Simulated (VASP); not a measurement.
Input:

```yaml
crystal:
  lattice:
    - [1.23000, -2.13042, 0.00000]
    - [1.23000, 2.13042, 0.00000]
    - [0.00000, 0.00000, 10.73600]
  atoms:
    - { symbol: C, position: [0.00000, 0.00000, 0.25000] }
    - { symbol: C, position: [0.00000, 0.00000, 0.75000] }
    - { symbol: C, position: [0.33333, 0.66667, 0.25000] }
    - { symbol: C, position: [0.66667, 0.33333, 0.75000] }
```

These are PBE GGA, VASP's PBE PAW potentials (set 64) (plane waves; VASP) values and carry that method's errors. Numerical set-up: PREC = Normal, 500 eV cut-off, 6×6×2 Γ-centred mesh, Fermi-Dirac smearing of 0.10 eV, potentials C_GW_new.

Problem. Give the stress tensor in GPa (positive for a compressed cell).

Solution. 
```
 2.70   0.00   0.00
 0.00   2.70   0.00
 0.00   0.00  -0.28
```
The pressure is its mean diagonal, 1.71 GPa.

The compound is C in the graphite structure. This cell is one point of a volume scan, at 1.6 of the reference volume. The k-mesh is coarse (spacing up to 0.49 per Å, 2π included), so the numbers may not be converged in it.
